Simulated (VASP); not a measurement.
A convergence study with VASP on BN (hex): one setting is varied, all else stays as given below, so the limit is that of these other settings.

```xyz
4
Lattice="1.2520 -2.1685 0.0000 1.2520 2.1685 0.0000 0.0000 0.0000 6.6600" Properties=species:S:1:pos:R:3 pbc="T T T"
B      1.2520     0.7228     1.6650
B      1.2520    -0.7228     4.9950
N      1.2520    -0.7228     1.6650
N      1.2520     0.7228     4.9950
```

The numbers are results of PBE GGA, VASP's PBE PAW potentials (set 64) (plane waves; VASP), not measurements. The tightest run used: 700 eV cut-off, 19×19×7 Γ-centred mesh, Gaussian smearing of 0.050 eV, potentials B N.

Question: The settings run are 1×1×1 mesh; 2×2×1 mesh; 3×3×1 mesh; 4×4×1 mesh; 6×6×2 mesh; 7×7×3 mesh; 8×8×3 mesh; 9×9×3 mesh; 10×10×4 mesh; 12×12×4 mesh; 13×13×5 mesh; 14×14×5 mesh; 15×15×5 mesh; 16×16×6 mesh; 18×18×7 mesh; 19×19×7 mesh. From which on does the energy per atom stay within 0.001 eV/atom of the tightest run?

Answer: From 6×6×2 mesh on: it is off by 0.0003 there and by no more than 0.001 in any finer run, while 4×4×1 mesh is off by 0.0336.
| setting | E (eV/atom) | pressure (GPa) | irreducible k-points | difference judged (eV/atom) |
|---|---|---|---|---|
| 1×1×1 mesh | -5.6802 | 25.40 | 1 | 3.1124 |
| 2×2×1 mesh | -8.0166 | 12.56 | 2 | 0.7760 |
| 3×3×1 mesh | -8.7201 | 3.80 | 3 | 0.0724 |
| 4×4×1 mesh | -8.7589 | 4.04 | 4 | 0.0336 |
| 6×6×2 mesh | -8.7922 | 3.25 | 14 | 0.0003 |
| 7×7×3 mesh | -8.7924 | 3.26 | 16 | 0.0001 |
| 8×8×3 mesh | -8.7925 | 3.26 | 20 | 0.0000 |
| 9×9×3 mesh | -8.7926 | 3.26 | 24 | 0.0000 |
| 10×10×4 mesh | -8.7925 | 3.26 | 42 | 0.0000 |
| 12×12×4 mesh | -8.7926 | 3.26 | 57 | 0.0000 |
| 13×13×5 mesh | -8.7926 | 3.26 | 63 | 0.0000 |
| 14×14×5 mesh | -8.7926 | 3.26 | 72 | 0.0000 |
| 15×15×5 mesh | -8.7926 | 3.26 | 81 | 0.0000 |
| 16×16×6 mesh | -8.7926 | 3.26 | 120 | 0.0000 |
| 18×18×7 mesh | -8.7926 | 3.26 | 148 | 0.0000 |
| 19×19×7 mesh | -8.7926 | 3.26 | 160 | 0.0000 |

Left out are rungs that failed or repeat a setting and relaxations that didn't move; long series are thinned to 24 rows.

The compound is BN in the hex structure. The cell was not relaxed at this level.
